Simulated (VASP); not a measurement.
OSZICAR of a VASP run on Ga (atoms displaced from the space group 64 structure):

OSZICAR:
```
       N       E                     dE             d eps       ncg     rms          rms(c)
DAV:   1     0.323901554582E+03    0.32390E+03   -0.22739E+04  9298   0.275E+03
DAV:   2     0.243118882844E+02   -0.29959E+03   -0.29490E+03  9674   0.506E+02
DAV:   3    -0.106678326881E+02   -0.34980E+02   -0.34639E+02 10380   0.141E+02
DAV:   4    -0.116241437444E+02   -0.95631E+00   -0.95341E+00 10333   0.277E+01
DAV:   5    -0.116445011827E+02   -0.20357E-01   -0.20352E-01 10915   0.402E+00    0.261E+00
DAV:   6    -0.115621453911E+02    0.82356E-01   -0.21942E-01 10985   0.672E+00    0.143E+00
DAV:   7    -0.115458186558E+02    0.16327E-01   -0.65204E-02 12770   0.295E+00    0.317E-01
DAV:   8    -0.115446589376E+02    0.11597E-02   -0.15823E-02 10198   0.147E+00    0.510E-02
DAV:   9    -0.115447997746E+02   -0.14084E-03   -0.11432E-03 10388   0.543E-01    0.258E-02
DAV:  10    -0.115448145028E+02   -0.14728E-04   -0.22218E-04 10788   0.424E-01    0.111E-02
DAV:  11    -0.115448192091E+02   -0.47063E-05   -0.59700E-05 11923   0.139E-01    0.499E-03
DAV:  12    -0.115448211493E+02   -0.19402E-05   -0.21226E-05 10185   0.772E-02    0.256E-03
DAV:  13    -0.115448210202E+02    0.12912E-06   -0.41683E-06  8541   0.552E-02
   1 F= -.11544821E+02 E0= -.11544034E+02  d E =-.314671E-02
```

**Question.** Which electronic solver shows in the log?

**Answer.** It is blocked Davidson (ALGO = Normal, or the opening steps of other solvers). The INCAR had ALGO = Normal.

**Question.** Can the final energy be trusted as converged?

**Answer.** The calculation finished and met its thresholds. It stopped with EDIFF = 1E-6, NELM = 100 (PBE GGA, plane waves, VASP's PBE PAW potentials (set 64)).

The compound is Ga in the alpha structure. The cell was not relaxed at this level, atoms are displaced from their ideal sites. The run is one of a series of settings (ISMEAR = 2, SIGMA = 0.5 against the base run), some of them coarse on purpose.
